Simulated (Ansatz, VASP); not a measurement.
# Sc3Ge in VASP and in Ansatz

```
CELL_PARAMETERS angstrom
4.19740 0.00000 0.00000
0.00000 4.19740 0.00000
0.00000 0.00000 4.19740
ATOMIC_POSITIONS crystal
Sc 0.00000 0.50000 0.50000
Sc 0.50000 0.00000 0.50000
Sc 0.50000 0.50000 0.00000
Ge 0.00000 0.00000 0.00000
```

Alike in both runs: task single point; functional PBE; k mesh 4 × 4 × 4; occupations gaussian, width 0.1 eV; no spin polarisation.

|  | VASP | Ansatz |
| --- | --- | --- |
| version | VASP 6.6.1 | Ansatz 0.2.0 |
| potentials or method | VASP PAW PBE potentials, release 64 (Sc_sv, Ge_d) | scalar-relativistic, plane waves, PAW |
| plane-wave cutoff (eV) | 520 | 420 |
| valence electrons in the cell | 47 | 47 |

Ansatz gave:

```
gap on the k mesh at the Fermi level (eV) : none
pressure (GPa)                            : 9.2
```

Problem. Estimate VASP's values.

Solution. gap on the k mesh at the Fermi level (eV): none; pressure (GPa): 9.3.

A gap of «none» marks a metal or a gap that the smearing closes.

Caveats: the k mesh is coarse (spacing up to 0.37 Å⁻¹), so the values aren't converged.
